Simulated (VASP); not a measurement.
```
LiF
1.0
    2.51758     0.00000     0.00000
    0.00000     2.51758     0.00000
    0.00000     0.00000     2.51758
Li F
1 1
Direct
  0.00000   0.00000   0.00000
  0.50000   0.50000   0.50000
```

Method: PBEsol GGA, VASP's PBE PAW potentials (set 64) (plane waves; VASP). Numerical set-up: 520 eV cut-off, Gaussian smearing of 0.050 eV, potentials Li_sv F.

### Question
Estimate the band gap (along the path) with the smallest direct gap where there is one.

### Answer

| Item | Result |
|---|---|
| band gap (along the path) | 7.80 eV |
| smallest direct gap (along the path) | 8.53 eV |

Only differences to runs with the same potentials and settings are physical.

The structure was generated: LiF was put into the CsCl type type (Pm-3m), which need not be its known phase. It was relaxed first, which changed the volume by +15 %.
